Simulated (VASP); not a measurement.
Calculation: r2SCAN meta-GGA, VASP's PBE PAW potentials (set 64) (plane waves; VASP).

Input for VASP

POSCAR:
```
Mo
2.7395240
  1.0000000134   0.0000000000   0.0000000000
 -0.5000000067   0.8660254813   0.0000000000
  0.0000000000   0.0000000000   1.7943108413
Mo
2
Cart
 -0.0000005000   0.5773506095   0.4485777103
  0.5000005067   0.2886748717   1.3457331309
```

INCAR:
```
SYSTEM = Mo
PREC = Accurate
ENCUT = 400
EDIFF = 1E-7
NELM = 100
ALGO = Normal
LREAL = .FALSE.
LASPH = .TRUE.
ISMEAR = -5
METAGGA = R2SCAN
LMIXTAU = .TRUE.
LMAXMIX = 4
LWAVE = .FALSE.
LCHARG = .FALSE.
LORBIT = 11
NEDOS = 601
ISIF = 2
```

KPOINTS_OPT:
```
k-points along high-symmetry lines
6
Line-mode
Reciprocal
  0.000000   0.000000   0.000000 ! GAMMA
  0.500000   0.000000   0.000000 ! M

  0.500000   0.000000   0.000000 ! M
  0.333333   0.333333   0.000000 ! K

  0.333333   0.333333   0.000000 ! K
  0.000000   0.000000   0.000000 ! GAMMA

  0.000000   0.000000   0.000000 ! GAMMA
  0.000000   0.000000   0.500000 ! A

  0.000000   0.000000   0.500000 ! A
  0.500000   0.000000   0.500000 ! L

  0.500000   0.000000   0.500000 ! L
  0.333333   0.333333   0.500000 ! H

  0.333333   0.333333   0.500000 ! H
  0.000000   0.000000   0.500000 ! A

  0.500000   0.000000   0.500000 ! L
  0.500000   0.000000   0.000000 ! M

  0.333333   0.333333   0.500000 ! H
  0.333333   0.333333   0.000000 ! K
```

File KPOINTS:
```
kpoints
0
G
 17 17 8
0 0 0
```

POTCAR, in this order: Mo_sv (PBE.64 set). Program: vasp_std.

Output of the run:

OSZICAR:
```
       N       E                     dE             d eps       ncg     rms          rms(c)
DAV:   1     0.221981238677E+03    0.22198E+03   -0.16734E+04  6020   0.138E+03
DAV:   2    -0.570951633556E+02   -0.27908E+03   -0.27512E+03  6652   0.460E+02
DAV:   3    -0.637156576963E+02   -0.66205E+01   -0.64390E+01  7642   0.666E+01
DAV:   4    -0.637941784221E+02   -0.78521E-01   -0.77649E-01  6766   0.559E+00
DAV:   5    -0.637949555537E+02   -0.77713E-03   -0.77342E-03  6950   0.553E-01    0.239E+01
DAV:   6    -0.529508513772E+02    0.10844E+02   -0.71255E+00  6010   0.300E+01    0.313E+00
DAV:   7    -0.497264307288E+02    0.32244E+01   -0.17686E+00  6526   0.871E+00    0.248E+00
DAV:   8    -0.523364471440E+02   -0.26100E+01   -0.13445E+00  6376   0.829E+00    0.183E+00
DAV:   9    -0.511746469920E+02    0.11618E+01   -0.27318E-01  5964   0.551E+00    0.982E-01
DAV:  10    -0.511658445773E+02    0.88024E-02   -0.31403E-03  7226   0.571E-01    0.970E-01
DAV:  11    -0.511677081628E+02   -0.18636E-02   -0.11142E-03  6116   0.290E-01    0.811E-01
DAV:  12    -0.511621066002E+02    0.56016E-02   -0.32752E-02  6120   0.158E+00    0.186E-01
DAV:  13    -0.511633019592E+02   -0.11954E-02   -0.41581E-03  6514   0.607E-01    0.111E-01
DAV:  14    -0.511671829897E+02   -0.38810E-02   -0.93085E-04  6116   0.333E-01    0.635E-02
DAV:  15    -0.511673517030E+02   -0.16871E-03   -0.19271E-04  6614   0.122E-01    0.210E-02
DAV:  16    -0.511676273509E+02   -0.27565E-03   -0.23624E-05  6232   0.427E-02    0.133E-02
DAV:  17    -0.511674986449E+02    0.12871E-03   -0.20223E-05  5992   0.440E-02    0.474E-03
DAV:  18    -0.511675528731E+02   -0.54228E-04   -0.12632E-06  7050   0.119E-02    0.329E-03
DAV:  19    -0.511675415877E+02    0.11285E-04   -0.32305E-07  4828   0.604E-03    0.398E-03
DAV:  20    -0.511675592093E+02   -0.17622E-04   -0.50886E-07  4894   0.675E-03    0.131E-03
DAV:  21    -0.511675514874E+02    0.77219E-05   -0.43018E-08  3042   0.190E-03    0.346E-04
DAV:  22    -0.511675540310E+02   -0.25435E-05   -0.13309E-08  3030   0.996E-04    0.121E-04
DAV:  23    -0.511675528118E+02    0.12192E-05   -0.22981E-09  3018   0.491E-04    0.659E-05
DAV:  24    -0.511675534399E+02   -0.62819E-06   -0.51706E-10  3016   0.195E-04    0.942E-05
DAV:  25    -0.511675531882E+02    0.25170E-06   -0.35678E-10  3012   0.191E-04    0.207E-05
DAV:  26    -0.511675533229E+02   -0.13470E-06   -0.59106E-11  3018   0.591E-05    0.164E-05
DAV:  27    -0.511675533525E+02   -0.29546E-07   -0.28327E-11  3014   0.411E-05
   1 F= -.51167553E+02 E0= -.51167553E+02  d E =0.000000E+00
       N       E                     dE             ncg
```

OUTCAR:
```
------------------------ aborting loop because EDIFF is reached ----------------------------------------
  FORCE on cell =-STRESS in cart. coord.  units (eV):
  Direction    XX          YY          ZZ          XY          YZ          ZX
  --------------------------------------------------------------------------------------
  Total       -0.0309498     -0.0309498      0.2113784      0.0000000      0.0000000      0.0000000
  in kB       -1.5520807     -1.5520810     10.6002846      0.0000000      0.0000000      0.0000000
  external PRESSURE =       2.4987076 kB  Pullay stress =       0.0000000 kB
  volume of cell :       31.95
      direct lattice vectors                 reciprocal lattice vectors
     2.739524037  0.000000000  0.000000000     0.365026912  0.210748370  0.000000000
    -1.369762018  2.372497591  0.000000000     0.000000000  0.421496740  0.000000000
     0.000000000  0.000000000  4.915557613     0.000000000  0.000000000  0.203435720
 POSITION                                       TOTAL-FORCE (eV/Angst)
 -----------------------------------------------------------------------------------
     -0.00000      1.58167      1.22889         0.000000     -0.000000      0.000000
      1.36976      0.79083      3.68667        -0.000000      0.000000      0.000000
 -----------------------------------------------------------------------------------
    total drift:                                0.000286     -0.000165      0.000495
  FREE ENERGIE OF THE ION-ELECTRON SYSTEM (eV)
  ---------------------------------------------------
  free  energy   TOTEN  =       -51.1675533525 eV

  energy  without entropy=      -51.1675533525  energy(sigma->0) =      -51.16755335

 total charge

# of ion       s       p       d       tot
------------------------------------------
    1        2.380   6.192   3.892  12.465
    2        2.380   6.192   3.892  12.465
--------------------------------------------------
tot          4.761  12.384   7.785  24.929
```
(Selected blocks of OUTCAR.)

OUTCAR:
```
 val. band max:       12.0529154804   @ k =   0.4118   0.1765   0.2500

 cond. band min:      11.8991400638   @ k =   0.2353   0.1765   0.2500


 Fermi energy:        11.9531959038

 k-point     1 :       0.0000    0.0000    0.0000
  band No.  band energies     occupation
      1     -50.8986      2.00000
      2     -50.7279      2.00000
      3     -24.7603      2.00000
      4     -23.6372      2.00000
      5     -23.4231      2.00000
      6     -23.4231      2.00000
      7     -23.3165      2.00000
      8     -23.3165      2.00000
      9       4.6488      2.00000
     10       6.8513      2.00000
     11       9.9489      2.00000
     12      11.2539      2.00000
     13      11.2539      2.00000
     14      11.7548      2.00000
     15      11.7548      2.00000
     16      12.3074     -1.18765
     17      13.6254      0.00000
     18      13.6254      0.00000

 k-point     2 :       0.0588   -0.0000    0.0000
  band No.  band energies     occupation
      1     -50.8894      2.00000
      2     -50.7213      2.00000
      3     -24.7445      2.00000
      4     -23.6386      2.00000
      5     -23.4737      2.00000
      6     -23.4366      2.00000
      7     -23.3681      2.00000
      8     -23.3257      2.00000
      9       4.7910      2.00000
     10       6.9900      2.00000
     11       9.9903      2.00000
     12      11.1602      2.00000
     13      11.3839      2.00000
     14      11.6427      2.00000
     15      11.8801      2.00000
     16      11.9368      0.91702
     17      13.4370      0.00000
     18      13.5232      0.00000

 k-point     3 :       0.1176    0.0000    0.0000
  band No.  band energies     occupation
      1     -50.8630      2.00000
      2     -50.7023      2.00000
      3     -24.6994      2.00000
      4     -23.6432      2.00000
      5     -23.6183      2.00000
      6     -23.5130      2.00000
      7     -23.4752      2.00000
      8     -23.3523      2.00000
      9       5.1972      2.00000
...
```

For a metal the tetrahedron method with Blöchl corrections gives inexact stress and forces.

The structure was generated: Mo was put into the hcp type (P6_3/mmc), which need not be its known phase. It was relaxed first.
